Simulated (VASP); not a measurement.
Here is the system:

```
CELL_PARAMETERS angstrom
      0.00000     3.09751     3.09751
      3.09751     0.00000     3.09751
      3.09751     3.09751     0.00000
ATOMIC_POSITIONS crystal
  Ga 0.00000 0.00000 0.00000
  Sb 0.25000 0.25000 0.25000
```

Calculation: r2SCAN meta-GGA, VASP's PBE PAW potentials (set 64) (plane waves; VASP 6.6.1). Settings: 520 eV cut-off, 8×8×8 Γ-centred mesh, Gaussian smearing of 0.050 eV, potentials Ga_d Sb.

Unless said otherwise, spin-orbit coupling is left out, though it shifts the bands of the heavy elements here.

**Question.** What does the run give for the energy per atom (σ→0), pressure, band gap (on the k-mesh) with the smallest direct gap where there is one?

**Answer.** 
| Quantity | Value |
|---|---|
| band gap (on the k-mesh) | 0.17 eV |
| smallest direct gap (on the k-mesh) | 0.17 eV |
| energy per atom (σ→0) | -18.796 eV/atom |
| pressure | -1.47 GPa |

Total energies compare only between runs with the same potentials, cut-off and functional.

The compound is GaSb in the zinc blende structure. This cell is one point of a volume scan, at 1.03 of the reference volume.
